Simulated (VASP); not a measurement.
Level of theory: PBEsol GGA, VASP's PBE PAW potentials (set 64) (plane waves; VASP).

VASP ran on this input.

### POSCAR
```
Al3InAs4
1
   -0.0000000000     2.8921653011     2.8921653011
    2.8921653011    -0.0000000000     2.8921653011
   11.5545561986    11.5545561986     0.0141050057
In As Al
1 4 3
Direct
  0.0020728824   0.0020728824   0.9984453382
  0.2344876867   0.2344876867   0.0741342350
  0.2457083755   0.2457083755   0.3157187184
  0.2546941812   0.2546941812   0.5589793641
  0.2647754910   0.2647754910   0.8014183817
  0.9902644989   0.9902644989   0.2573016258
  0.9998844716   0.9998844716   0.5000866463
  0.0081124127   0.0081124127   0.7439156905
```

### INCAR
```
LASPH  =  .TRUE.   ! aspherical one-centre terms
LREAL  =  .FALSE.   ! projection in real space or not
SYSTEM  =  Al3InAs4
LWAVE  =  .FALSE.
ALGO  =  Normal
ENCUT  =  400   ! plane-wave cut-off (eV)
IBRION  =  2   ! conjugate gradients
ISIF  =  3   ! ions, shape and volume
GGA  =  PS
NELM  =  100   ! most electronic steps
NSW  =  60   ! most ionic steps
SIGMA  =  0.05   ! width (eV)
LMAXMIX  =  4   ! l cut-off of mixed one-centre charges
ISMEAR  =  0   ! Gaussian
PREC  =  Accurate
EDIFF  =  1E-6   ! SCF stop (eV)
LCHARG  =  .FALSE.
EDIFFG  =  -0.02
```

File KPOINTS:
```
Automatic mesh
0
Gamma
6 6 2
0 0 0
```

POTCAR, in this order: In_d As Al (PBE.64 set). Program: vasp_std.

Output of the run:

**OSZICAR**
```
       N       E                     dE             d eps       ncg     rms          rms(c)
DAV:   1     0.224034362555E+03    0.22403E+03   -0.14477E+04  1144   0.116E+03
DAV:   2    -0.167219359073E+02   -0.24076E+03   -0.23405E+03  1324   0.270E+02
DAV:   3    -0.388909315640E+02   -0.22169E+02   -0.21905E+02  1436   0.881E+01
DAV:   4    -0.396149100885E+02   -0.72398E+00   -0.72200E+00  1504   0.187E+01
DAV:   5    -0.396406840130E+02   -0.25774E-01   -0.25765E-01  1718   0.308E+00    0.738E+00
DAV:   6    -0.386815909271E+02    0.95909E+00   -0.17751E+00  1562   0.134E+01    0.426E+00
DAV:   7    -0.385217335826E+02    0.15986E+00   -0.99349E-01  1604   0.530E+00    0.113E+00
DAV:   8    -0.385104421342E+02    0.11291E-01   -0.75682E-02  1570   0.243E+00    0.726E-01
DAV:   9    -0.385109201546E+02   -0.47802E-03   -0.72129E-03  1488   0.669E-01    0.146E-01
DAV:  10    -0.385108760874E+02    0.44067E-04   -0.83505E-04  1824   0.273E-01    0.999E-02
DAV:  11    -0.385109691617E+02   -0.93074E-04   -0.19049E-04  1482   0.998E-02    0.441E-02
DAV:  12    -0.385109740182E+02   -0.48565E-05   -0.14373E-05  1586   0.249E-02    0.264E-02
DAV:  13    -0.385109756300E+02   -0.16118E-05   -0.33343E-06  1144   0.125E-02    0.625E-03
DAV:  14    -0.385109755683E+02    0.61637E-07   -0.77247E-07   800   0.541E-03
   1 F= -.38510976E+02 E0= -.38510976E+02  d E =-.385110E+02
       N       E                     dE             d eps       ncg     rms          rms(c)
DAV:   1    -0.385115564068E+02   -0.58078E-03   -0.15240E-02  1358   0.104E+00    0.100E-01
DAV:   2    -0.385113156261E+02    0.24078E-03   -0.96511E-04  1648   0.349E-01    0.505E-02
DAV:   3    -0.385112276954E+02    0.87931E-04   -0.26135E-04  1736   0.172E-01    0.161E-02
DAV:   4    -0.385112245788E+02    0.31166E-05   -0.38715E-05  1520   0.394E-02    0.150E-02
DAV:   5    -0.385112235402E+02    0.10386E-05   -0.11992E-06   778   0.843E-03    0.102E-02
DAV:   6    -0.385112220822E+02    0.14580E-05   -0.18323E-06   804   0.132E-02    0.171E-03
DAV:   7    -0.385112220337E+02    0.48479E-07   -0.70056E-07   658   0.811E-03
   2 F= -.38511222E+02 E0= -.38511222E+02  d E =-.246465E-03
       N       E                     dE             d eps       ncg     rms          rms(c)
DAV:   1    -0.385112434662E+02   -0.21384E-04   -0.64851E-04  1358   0.214E-01    0.206E-02
DAV:   2    -0.385112334190E+02    0.10047E-04   -0.41323E-05  1656   0.723E-02    0.101E-02
DAV:   3    -0.385112295366E+02    0.38824E-05   -0.11049E-05  1680   0.351E-02    0.358E-03
DAV:   4    -0.385112292073E+02    0.32929E-06   -0.12839E-06   684   0.796E-03
   3 F= -.38511229E+02 E0= -.38511229E+02  d E =-.253639E-03
```

OUTCAR:
```
------------------------ aborting loop because EDIFF is reached ----------------------------------------
  FORCE on cell =-STRESS in cart. coord.  units (eV):
  Direction    XX          YY          ZZ          XY          YZ          ZX
  --------------------------------------------------------------------------------------
  Total       -0.0417709     -0.0417709     -0.0417709      0.0025373     -0.0025373     -0.0025373
  in kB       -0.3460568     -0.3460568     -0.3460568      0.0210203     -0.0210203     -0.0210203
  external PRESSURE =      -0.3460568 kB  Pullay stress =       0.0000000 kB
  volume of cell :      193.39
      direct lattice vectors                 reciprocal lattice vectors
    -0.000000000  2.891850494  2.891850494    -0.172923586  0.172875756  0.172923586
     2.891850494 -0.000000000  2.891850494     0.172875756 -0.172923586  0.172923586
    11.564203352 11.564203352  0.003198624     0.043242854  0.043242854 -0.043242854
 POSITION                                       TOTAL-FORCE (eV/Angst)
 -----------------------------------------------------------------------------------
     11.55184     11.55184      0.01556        -0.003869     -0.003869      0.003869
      1.53596      1.53596      1.35589         0.009348      0.009348     -0.009348
      4.36066      4.36066      1.42304         0.009219      0.009219     -0.009219
      7.20140      7.20140      1.47415         0.006139      0.006139     -0.006139
     10.03408     10.03408      1.53332         0.005005      0.005005     -0.005005
      5.83930      5.83930      5.72811        -0.007971     -0.007971      0.007971
      8.67547      8.67547      5.78378        -0.007123     -0.007123      0.007123
      8.62470      8.62470      0.05085        -0.010747     -0.010747      0.010747
 -----------------------------------------------------------------------------------
    total drift:                                0.000755      0.000755     -0.000689
  FREE ENERGIE OF THE ION-ELECTRON SYSTEM (eV)
  ---------------------------------------------------
  free  energy   TOTEN  =       -38.5112292073 eV

  energy  without entropy=      -38.5112292073  energy(sigma->0) =      -38.51122921

 reached required accuracy - stopping structural energy minimisation
```
(Selected blocks of OUTCAR.)

### CONTCAR
```
Al3InAs4
   1.00000000000000
    -0.0000000000000164    2.8918504938365270    2.8918504938365599
     2.8918504938365270   -0.0000000000000164    2.8918504938365599
    11.5642033515546636   11.5642033515546636    0.0031986236913914
  In              As              Al
     1     4     3
Direct
     0.0021380139351703    0.0021380139351703    0.9983964895486223
     0.2343919026156421    0.2343919026156421    0.0742060730632707
     0.2458679820898329    0.2458679820898329    0.3155990134576258
     0.2545709802635194    0.2545709802635194    0.5590717648023587
     0.2646676900359974    0.2646676900359974    0.8014992324230064
     0.9902453339781218    0.9902453339781218    0.2573159994914028
     0.9997370250890353    0.9997370250890353    0.5001972311832200
     0.0083810719926808    0.0083810719926808    0.7437141960304935
```

The structure was generated: Al3InAs4 was put into an ordered model structure (R3m), which need not be its known phase. This run relaxes it. Symmetry was kept, so distortions that lower it aren't found. The start is the result of an earlier pass.
